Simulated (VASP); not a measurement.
VASP ran on this input.

### KPOINTS
```
Automatic mesh
0
Gamma
6 6 5
0 0 0
```

### POSCAR
```
Ga
1
    2.3052000000    -3.9066000000    -0.0000000000
    2.3052000000     3.9066000000     0.0000000000
    0.0000000000     0.0000000000     4.6206000000
Ga
4
Direct
  0.1549000000   0.8451000000   0.9190000000
  0.3451000000   0.6549000000   0.4190000000
  0.6549000000   0.3451000000   0.5810000000
  0.8451000000   0.1549000000   0.0810000000
```

INCAR:
```
SYSTEM = Ga
PREC = Accurate
ENCUT = 400
EDIFF = 1E-6
NELM = 100
ALGO = Normal
LREAL = .FALSE.
LASPH = .TRUE.
ISMEAR = 1
SIGMA = 0.1
GGA = PE
LMAXMIX = 4
LWAVE = .FALSE.
LCHARG = .FALSE.
ISIF = 2
ISPIN = 2
MAGMOM = 1.0 1.0 1.0 1.0 1.0 1.0
```

POTCAR, in this order: Ga_d (PBE.64 set). Program: vasp_std.

One choice in this input is risky. Which, and does it do harm here?

The risk: MAGMOM holds more values than there are atoms. Here it does no harm: the run (PBE GGA, plane waves, VASP's PBE PAW potentials (set 64)) converges to the same energy and pressure as with the safe setting.
**OSZICAR**
```
       N       E                     dE             d eps       ncg     rms          rms(c)
DAV:   1     0.328067571624E+03    0.32807E+03   -0.22019E+04  5244   0.249E+03
DAV:   2     0.277006576557E+02   -0.30037E+03   -0.29418E+03  5412   0.486E+02
DAV:   3    -0.985360867281E+01   -0.37554E+02   -0.37213E+02  5867   0.139E+02
DAV:   4    -0.109356345102E+02   -0.10820E+01   -0.10777E+01  5839   0.274E+01
DAV:   5    -0.109586794476E+02   -0.23045E-01   -0.23038E-01  6373   0.404E+00    0.126E+01
DAV:   6    -0.115007525186E+02   -0.54207E+00   -0.48471E-01  6442   0.732E+00    0.501E+00
DAV:   7    -0.116241760900E+02   -0.12342E+00   -0.10012E-01  6142   0.363E+00    0.976E-01
DAV:   8    -0.116201247889E+02    0.40513E-02   -0.22904E-02  6165   0.109E+00    0.425E-01
DAV:   9    -0.116203082710E+02   -0.18348E-03   -0.52670E-03  6789   0.479E-01    0.141E-01
DAV:  10    -0.116203475851E+02   -0.39314E-04   -0.90187E-04  5812   0.249E-01    0.379E-02
DAV:  11    -0.116203682000E+02   -0.20615E-04   -0.12178E-04  5986   0.951E-02    0.178E-02
DAV:  12    -0.116203793390E+02   -0.11139E-04   -0.30801E-05  5777   0.352E-02    0.534E-03
DAV:  13    -0.116203787873E+02    0.55172E-06   -0.33723E-06  4564   0.139E-02
   1 F= -.11620379E+02 E0= -.11619991E+02  d E =-.116238E-02  mag=    -0.0001
```

The compound is Ga in the alpha structure. The cell was not relaxed at this level.
